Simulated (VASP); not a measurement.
Calculation: TPSS meta-GGA, VASP's PBE PAW potentials (set 64) (plane waves; VASP).

The input files of a VASP run:

POSCAR:
```
Ni3Al
1
    3.5315143149     0.0000000000     0.0000000000
    0.0000000000     3.5315143149     0.0000000000
    0.0000000000     0.0000000000     3.5315143149
Al Ni
1 3
Direct
  0.0000000000   0.0000000000   0.0000000000
  0.0000000000   0.5000000000   0.5000000000
  0.5000000000   0.0000000000   0.5000000000
  0.5000000000   0.5000000000   0.0000000000
```

### KPOINTS
```
Automatic mesh
0
Gamma
9 9 9
0 0 0
```

### INCAR
```
ALGO = Normal
EDIFF = 1E-7
ENCUT = 520
ISIF = 2
ISMEAR = 1
ISPIN = 2
LASPH = .True.
LCHARG = .False.
LMAXMIX = 4
LMIXTAU = .True.
LORBIT = 10
LREAL = .False.
LWAVE = .False.
MAGMOM = -0.0 3*0.3
METAGGA = TPSS
NELM = 100
PREC = Accurate
SIGMA = 0.1
SYSTEM = Ni3Al
```

POTCAR, in this order: Al Ni (PBE.64 set). Program: vasp_std.

Question: What will the output report for the number of irreducible k-points (NKPTS), largest plane-wave count, number of space-group operations, FFT grid (NGX, NGY, NGZ)?

Answer: 
| Item | Value |
|---|---|
| number of irreducible k-points (NKPTS) | 35 |
| largest plane-wave count | 1213 |
| number of space-group operations | 48 |
| FFT grid (NGX, NGY, NGZ) | 28 × 28 × 28 |

The compound is Ni3Al in the L1_2 structure. It was relaxed first.
